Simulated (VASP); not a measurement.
Computed with LDA (Ceperley-Alder, Perdew-Zunger), VASP's LDA PAW potentials (set 64) (plane waves; VASP).

Input for VASP

### POSCAR
```
AlCr2C
1
    2.8256650000     0.0000000000     0.0000000000
   -1.4128330000     2.4470970000     0.0000000000
    0.0000000000     0.0000000000    12.6038900000
Al Cr C
2 4 2
Direct
  0.6666670000   0.3333330000   0.2500000000
  0.3333330000   0.6666670000   0.7500000000
  0.3333330000   0.6666670000   0.4149400000
  0.6666670000   0.3333330000   0.5850600000
  0.6666670000   0.3333330000   0.9149400000
  0.3333330000   0.6666670000   0.0850600000
  0.0000000000   0.0000000000   0.5000000000
  0.0000000000   0.0000000000   0.0000000000
```

### KPOINTS
```
kpoints
0
G
  4 4 4
0 0 0
```

**INCAR**
```
SYSTEM=AlCr2C
PREC=Accurate; ENCUT=400; LREAL=.False.
LASPH=.True.
EDIFF=1E-6; NELM=100; ALGO=Normal
LMAXMIX=4
ISMEAR=1; SIGMA=0.1
ISIF=2
LWAVE=.False.; LCHARG=.False.
```

POTCAR, in this order: Al Cr_pv C (LDA.64 set). Program: vasp_std.

At this cut-off the stress carries a Pulay error, which pulls relaxed volumes low. Gaps are read on the run's mesh, which can miss a band edge.

**Question.** Predict the energy per atom (σ→0), pressure, largest force, band gap (on the k-mesh).

**Answer.** 
* **energy per atom (σ→0)**: -9116 meV/atom
* **band gap (on the k-mesh)**: none (metal, semimetal or under 0.01 eV)
* **pressure**: -9.53 GPa
* **largest force**: 0.967 eV/Å

### OSZICAR
```
...
DAV:   9    -0.729412189305E+02    0.71544E-01   -0.42255E-01  1161   0.375E+00    0.623E-01
DAV:  10    -0.729374527371E+02    0.37662E-02   -0.24094E-02  1137   0.113E+00    0.255E-01
DAV:  11    -0.729367907338E+02    0.66200E-03   -0.57783E-03  1188   0.433E-01    0.946E-02
DAV:  12    -0.729366795379E+02    0.11120E-03   -0.84436E-04  1203   0.212E-01    0.433E-02
DAV:  13    -0.729366798822E+02   -0.34425E-06   -0.15989E-04  1350   0.621E-02    0.163E-02
DAV:  14    -0.729366778357E+02    0.20465E-05   -0.23383E-05  1166   0.327E-02    0.588E-03
DAV:  15    -0.729366775496E+02    0.28610E-06   -0.37530E-06   832   0.145E-02
   1 F= -.72936678E+02 E0= -.72928949E+02  d E =-.231865E-01
```

The structure comes from a computed database's AlCr2C entry; how it stands against other phases isn't given here. The cell was not relaxed at this level. The k-mesh is coarse (spacing up to 0.64 per Å, 2π included), so the numbers may not be converged in it. The run is one of a series of settings (GGA removed, KPOINTS 4×4×4 Γ-centred mesh, POTCAR Al Cr_pv C (LDA.64 set) against the base run), some of them coarse on purpose. The run is not spin-polarised, so no magnetic state was tried.
